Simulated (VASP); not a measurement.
An input for Ansatz (written as the equivalent of a VASP run, and not itself run):

Ansatz 0.2 input:
```yaml
crystal:
  lattice:
    - [0.0000000, 2.5945290, 2.5945290]
    - [2.5945290, 0.0000000, 2.5945290]
    - [2.5945290, 2.5945290, 0.0000000]
  atoms:
    - { symbol: Na, position: [0.0000000, 0.0000000, 1.0000000] }
    - { symbol: I, position: [0.5000000, 0.5000000, 0.5000000] }
kpoints:
  mp_grid: { grid: [9, 9, 9] }
hamiltonian:
  xc: lda
  pseudopotentials: { kind: paw }
scf:
  occupations: { method: gaussian, width: 0.05 }
  max_iter: 100
relax:
  max_steps: 40
  f_tol: 0.02
  cell: { p_target: 45 }
output: { forces: true, stress: true, eigenvalues: true }
```

### Question
Translate this input to VASP (INCAR, KPOINTS, POSCAR, choice of POTCAR).

### Answer
One answer among several that fit: 
### INCAR
```
! general
SYSTEM  = NaI
PREC    = Accurate
ENCUT   = 500   ! plane-wave cut-off (eV)
LREAL   = .FALSE.   ! projection in real space or not
LASPH   = .TRUE.

! electronic loop
EDIFF   = 1E-6   ! SCF stop (eV)
NELM    = 100   ! most electronic steps
ALGO    = Normal
LMAXMIX = 4   ! l cut-off of mixed one-centre charges

! smearing
ISMEAR  = 0
SIGMA   = 0.05

! ions
IBRION  = 2
NSW     = 40   ! most ionic steps
ISIF    = 3   ! ions, shape and volume
EDIFFG  = -0.02
PSTRESS = 450   ! kbar

! output
LWAVE   = .FALSE.
LCHARG  = .FALSE.
```

File POSCAR:
```
NaI
1
    0.0000000000     2.5945289933     2.5945289933
    2.5945289933    -0.0000000000     2.5945289933
    2.5945289933     2.5945289933    -0.0000000000
Na I
1 1
Direct
  0.0000000000   0.0000000000   1.0000000000
  0.5000000000   0.5000000000   0.5000000000
```

**KPOINTS**
```
Automatic
0
gamma
 9 9 9
0 0 0
```

POTCAR, in this order: Na_pv I (LDA.64 set). Program: vasp_std.

The two are equivalent in intent, not identical: each code has its own PAW files, so the cut-off isn't converted (ENCUT is set for VASP's; basis.ecutwfc is left out, and Ansatz then takes the one that its files recommend); Ansatz stops its SCF on the density residual and VASP on the energy change (EDIFF); Ansatz's lda is the Perdew-Wang form, while the LDA potentials of VASP carry Perdew-Zunger's.

The compound is NaI in the rock salt structure. It was relaxed first under an external pressure of 45 GPa.
